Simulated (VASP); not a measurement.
All values below come from AM05 GGA, VASP's PBE PAW potentials (set 64) (plane waves; VASP).

The input files of a VASP run:

### INCAR
```
# general
SYSTEM = C
PREC   = Accurate
ENCUT  = 520   # plane-wave cut-off (eV)
LREAL  = .False.   # projection in real space or not
LASPH  = .True.   # aspherical one-centre terms

# electronic loop
EDIFF  = 1E-7   # SCF stop (eV)
NELM   = 100   # most electronic steps
ALGO   = Normal

# smearing
ISMEAR = -5   # tetrahedra, Bloechl

# functional
GGA    = AM   # AM05

# ions
ISIF   = 2   # forces and stress, cell fixed

# output
LWAVE  = .False.
LCHARG = .True.
LORBIT = 11   # lm-projected
NEDOS  = 601   # DOS grid

# other
LEFG   = .True.
```

### KPOINTS
```
Regular mesh
0
Gamma
11 11 3
```

File POSCAR:
```
C
1
    1.2307122972    -2.1316557343     0.0000000000
    1.2307122972     2.1316557343     0.0000000000
    0.0000000000     0.0000000000     8.3217105735
C
4
Direct
  0.0000000000   0.0000000000   0.2500000000
  0.0000000000   0.0000000000   0.7500000000
  0.3333330000   0.6666670000   0.2500000000
  0.6666670000   0.3333330000   0.7500000000
```

POTCAR, in this order: C (PBE.64 set). Program: vasp_std.

The run wrote:

**OUTCAR**
```
 ion  position               nearest neighbor table
   1  0.000  0.000  0.250-   3 1.42   3 1.42   3 1.42
   2  0.000  0.000  0.750-   4 1.42   4 1.42   4 1.42
   3  0.333  0.667  0.250-   1 1.42   1 1.42   1 1.42
   4  0.667  0.333  0.750-   2 1.42   2 1.42   2 1.42
  LATTYP: Found a hexagonal cell.
 ALAT       =     2.4614241666
 C/A-ratio  =     3.3808519012
 Subroutine PRICEL returns:
 Original cell was already a primitive cell.
 Subroutine GETGRP returns: Found 24 space group operations
The static configuration has the point symmetry D_3d.
 The point group associated with its full space group is D_6h.
The dynamic configuration has the point symmetry D_3d.
 Subroutine INISYM returns: Found 24 space group operations
 Subroutine IBZKPT returns following result:
 Found     32 irreducible k-points:

 Following reciprocal coordinates:
            Coordinates               Weight
  0.000000  0.000000  0.000000      1.000000
  0.090909 -0.000000  0.000000      6.000000
  0.181818 -0.000000  0.000000      6.000000
  0.272727  0.000000  0.000000      6.000000
  0.363636 -0.000000  0.000000      6.000000
  0.454545 -0.000000  0.000000      6.000000
  0.090909  0.090909  0.000000      6.000000
  0.181818  0.090909  0.000000     12.000000
  0.272727  0.090909  0.000000     12.000000
  0.363636  0.090909  0.000000     12.000000
  0.454545  0.090909  0.000000      6.000000
  0.181818  0.181818  0.000000      6.000000
  0.272727  0.181818  0.000000     12.000000
  0.363636  0.181818  0.000000     12.000000
  0.272727  0.272727  0.000000      6.000000
  0.363636  0.272727  0.000000      6.000000
  0.000000  0.000000  0.333333      2.000000
  0.090909 -0.000000  0.333333     12.000000
  0.181818 -0.000000  0.333333     12.000000
  0.272727  0.000000  0.333333     12.000000
  0.363636 -0.000000  0.333333     12.000000
  0.454545 -0.000000  0.333333     12.000000
  0.090909  0.090909  0.333333     12.000000
  0.181818  0.090909  0.333333     24.000000
  0.272727  0.090909  0.333333     24.000000
  0.363636  0.090909  0.333333     24.000000
  0.454545  0.090909  0.333333     12.000000
  0.181818  0.181818  0.333333     12.000000
  0.272727  0.181818  0.333333     24.000000
  0.363636  0.181818  0.333333     24.000000
  0.272727  0.272727  0.333333     12.000000
  0.363636  0.272727  0.333333     12.000000
   k-points           NKPTS =     32   k-points in BZ     NKDIM =     32   number of bands    NBANDS=     12
   number of dos      NEDOS =    601   number of ions     NIONS =      4
   total plane-waves  NPLWV =  20736
   dimension x,y,z NGX =    18 NGY =   18 NGZ =   64
   dimension x,y,z NGXF=    36 NGYF=   36 NGZF=  128
   ions per type =               4
   PREC   = accura    normal or accurate (medium, high low for compatibility)
   ISTART =      0    job   : 0-new  1-cont  2-samecut
   ICHARG =      2    charge: 1-file 2-atom 10-const
   ISPIN  =      1    spin polarized calculation?
   LNONCOLLINEAR =      F non collinear calculations
   LSORBIT =      F    spin-orbit coupling
   INIWAV =      1    electr: 0-lowe 1-rand  2-diag
   ENCUT  =  520.0 eV  38.22 Ry    6.18 a.u.   4.58  4.58 15.47*2*pi/ulx,y,z
   NELM   =    100;   NELMIN=  2; NELMDL= -5     # of ELM steps
   EDIFF  = 0.1E-06   stopping-criterion for ELM
   LREAL  =      F    real-space projection
   NLSPLINE    = F    spline interpolate recip. space projectors
   LMAXMIX     =    2 max onsite mixed and CHGCAR
   VOSKOWN=      0    Vosko Wilk Nusair interpolation
   EDIFFG = 0.1E-05   stopping-criterion for IOM
   NSW    =      0    number of steps for IOM
   NBLOCK =      1;   KBLOCK =      1    inner block; outer block
...
```

File OSZICAR:
```
       N       E                     dE             d eps       ncg     rms          rms(c)
DAV:   1     0.642767603717E+02    0.64277E+02   -0.81012E+03   768   0.121E+03
DAV:   2    -0.349955703282E+02   -0.99272E+02   -0.91142E+02  1100   0.235E+02
DAV:   3    -0.403871865124E+02   -0.53916E+01   -0.53493E+01   968   0.574E+01
DAV:   4    -0.404670493836E+02   -0.79863E-01   -0.79779E-01   976   0.820E+00
DAV:   5    -0.404690963953E+02   -0.20470E-02   -0.20463E-02   964   0.127E+00    0.918E+00
DAV:   6    -0.386349970762E+02    0.18341E+01   -0.16962E+00   924   0.906E+00    0.539E+00
DAV:   7    -0.379989741046E+02    0.63602E+00   -0.21095E+00   872   0.101E+01    0.131E+00
DAV:   8    -0.380129982744E+02   -0.14024E-01   -0.72758E-02   860   0.194E+00    0.121E-01
DAV:   9    -0.380131483579E+02   -0.15008E-03   -0.14885E-03   968   0.314E-01    0.858E-02
DAV:  10    -0.380141756741E+02   -0.10273E-02   -0.14766E-03   840   0.286E-01    0.556E-02
DAV:  11    -0.380141781976E+02   -0.25235E-05   -0.12505E-05  1012   0.316E-02    0.816E-03
DAV:  12    -0.380141851782E+02   -0.69807E-05   -0.70813E-06   912   0.224E-02    0.213E-03
DAV:  13    -0.380141852476E+02   -0.69384E-07   -0.17651E-07   988   0.343E-03
   1 F= -.38014185E+02 E0= -.38014185E+02  d E =0.000000E+00
```

OUTCAR:
```
------------------------ aborting loop because EDIFF is reached ----------------------------------------
  FORCE on cell =-STRESS in cart. coord.  units (eV):
  Direction    XX          YY          ZZ          XY          YZ          ZX
  --------------------------------------------------------------------------------------
  Total       -0.0495487     -0.0495487      0.0649977     -0.0000000     -0.0000000      0.0000000
  in kB       -1.8181364     -1.8181355      2.3850218     -0.0000000     -0.0000000      0.0000000
  external PRESSURE =      -0.4170833 kB  Pullay stress =       0.0000000 kB
  volume of cell :       43.66
      direct lattice vectors                 reciprocal lattice vectors
     1.230712297 -2.131655734  0.000000000     0.406268793 -0.234559452  0.000000000
     1.230712297  2.131655734  0.000000000     0.406268793  0.234559452  0.000000000
     0.000000000  0.000000000  8.321710574     0.000000000  0.000000000  0.120167602
 POSITION                                       TOTAL-FORCE (eV/Angst)
 -----------------------------------------------------------------------------------
      0.00000      0.00000      2.08043         0.000000      0.000000     -0.000000
      0.00000      0.00000      6.24128         0.000000     -0.000000     -0.000000
      1.23071      0.71055      2.08043         0.000000      0.000000      0.000000
      1.23071     -0.71055      6.24128        -0.000000     -0.000000      0.000000
 -----------------------------------------------------------------------------------
    total drift:                                0.000000     -0.000000      0.000000
  FREE ENERGIE OF THE ION-ELECTRON SYSTEM (eV)
  ---------------------------------------------------
  free  energy   TOTEN  =       -38.0141852476 eV

  energy  without entropy=      -38.0141852476  energy(sigma->0) =      -38.01418525

 total charge

# of ion       s       p       d       tot
------------------------------------------
    1        0.860   1.789   0.000   2.649
    2        0.860   1.789   0.000   2.649
    3        0.860   1.789   0.000   2.650
    4        0.860   1.789   0.000   2.650
--------------------------------------------------
tot          3.441   7.157   0.000  10.598

 Electric field gradients after diagonalization (V/A^2)
 (convention: |V_zz| > |V_xx| > |V_yy|)
----------------------------------------------------------------------
 ion       V_xx      V_yy      V_zz     asymmetry (V_yy - V_xx)/ V_zz
----------------------------------------------------------------------
   1     -15.448   -15.446    30.894       0.000
   2     -15.448   -15.446    30.894       0.000
   3     -15.387   -15.385    30.772       0.000
   4     -15.387   -15.385    30.772       0.000
```
(Selected blocks of OUTCAR.)

Without a dispersion term in the relaxation, distances and binding between the weakly bound layers, chains or molecules are unreliable, and so is what depends on them.

The compound is C in the graphite structure. It was relaxed first, which changed the volume by +24 %.
